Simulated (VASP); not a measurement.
The input files of a VASP run:

**POSCAR**
```
Mg2Sn
1.0
  0.0000000000   3.3253388660   3.3253388660
  3.3253388660   0.0000000000   3.3253388660
  3.3253388660   3.3253388660   0.0000000000
Mg Sn
2 1
Cartesian
  1.6626694330   1.6626694330   1.6626694330
  4.9880082990   4.9880082990   4.9880082990
  0.0000000000   3.3253388660   3.3253388660
```

File KPOINTS:
```
Automatic mesh
0
Gamma
9 9 9
0 0 0
```

### INCAR
```
EDIFFG = -0.01
ISMEAR = 1
EDIFF = 1E-6   # SCF stop (eV)
SYSTEM = Mg2Sn
ISIF = 3   # ions, shape and volume
ALGO = Normal   # blocked Davidson
SIGMA = 0.1
NSW = 60
NELM = 100
IBRION = 2   # conjugate gradients
LREAL = .FALSE.   # projection in real space or not
PREC = Accurate
LCHARG = .FALSE.
LMAXMIX = 4   # l cut-off of mixed one-centre charges
LASPH = .TRUE.   # aspherical one-centre terms
LWAVE = .FALSE.
ENCUT = 520   # plane-wave cut-off (eV)
```

POTCAR, in this order: Mg Sn_d (LDA.64 set). Program: vasp_std.

### Question
Translate this LDA calculation to Quantum ESPRESSO's pw.x.

### Answer
One equivalent input (not run):
```
&CONTROL
  calculation = 'vc-relax'
  pseudo_dir = './pseudo'
  outdir = './out'
  tprnfor = .true.
  tstress = .true.
  nstep = 60
  forc_conv_thr = 0.00039
/
&SYSTEM
  ibrav = 0
  nat = 3
  ntyp = 2
  ecutwfc = 84
  occupations = 'smearing'
  smearing = 'methfessel-paxton'
  degauss = 0.00735
  input_dft = 'pz'
/
&ELECTRONS
  conv_thr = 7.3e-08
  electron_maxstep = 100
/
&IONS
/
&CELL
/
ATOMIC_SPECIES
  Mg 24.305 Mg.upf
  Sn 118.710 Sn.upf
CELL_PARAMETERS angstrom
    -0.0000000    3.3253389    3.3253389
     3.3253389    0.0000000    3.3253389
     3.3253389    3.3253389    0.0000000
ATOMIC_POSITIONS crystal
  Mg   0.2500000  0.2500000  0.2500000
  Mg   0.7500000  0.7500000  0.7500000
  Sn   1.0000000  0.0000000  0.0000000
K_POINTS automatic
  9 9 9 0 0 0
```
What does not carry over: the potentials are each code's own (VASP's PAW set, PseudoDojo norm-conserving files in pw.x), so ENCUT and ecutwfc are chosen apart and not converted; conv_thr bounds pw.x's estimated SCF error, while EDIFF bounds the energy change between steps; forc_conv_thr acts on force components and is met together with etot_conv_thr.

The compound is Mg2Sn in the antifluorite structure. It was relaxed first. The start is the result of an earlier pass.
